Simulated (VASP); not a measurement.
Set up this calculation in VASP 6.6.1, as the native input.

* Task: single point
* Functional: PBE
* Potentials or basis: VASP PAW PBE potentials, release 64 (Zr_sv, C)
* Cutoff: 520 eV
* k mesh: 10 × 10 × 10
* Occupations: fermi-dirac, width 0.02 eV
* Spin: no spin polarisation
* Dipole correction: no
* Further INCAR settings: ALGO = Fast; EDIFF = 1e-06; NBANDS = 15

The structure of ZrC lies in POSCAR:

```
ZrC
1.0
    0.0000000000      2.3555610600      2.3555610600
    2.3555610600      0.0000000000      2.3555610600
    2.3555610600      2.3555610600      0.0000000000
Zr C
1 1
Direct
    0.5000000000      0.5000000000      0.5000000000
    0.0000000000      0.0000000000      0.0000000000
```

The input as run:

INCAR

```
SYSTEM = ZrC
PREC = Accurate
ENCUT = 520
EDIFF = 1E-6
ISMEAR = -1
SIGMA = 0.02
LREAL = .False.
LASPH = .True.
NELM = 80
ALGO = Fast
ISIF = 2
LWAVE = .False.
LCHARG = .True.
GGA = PE
LELF = .True.
LVHAR = .True.
NBANDS = 15
```

KPOINTS

```
Automatic mesh
0
Gamma
  10 10 10
  0 0 0
```

Potentials or basis: VASP PAW PBE potentials, release 64 (Zr_sv, C).

Command:

```console
$ cat potpaw_PBE.64/Zr_sv/POTCAR potpaw_PBE.64/C/POTCAR > POTCAR
$ mpirun -np 1 vasp_std > vasp.out
```

Results of the run:

```
Pressure               : -0.1 GPa
Band gap on the k mesh : none (metal or under the smearing width)
```

It took 21 s on 1 thread of Intel(R) Xeon(R) Platinum 8488C (Sapphire Rapids), on a shared host, peak memory 0.16 GiB.
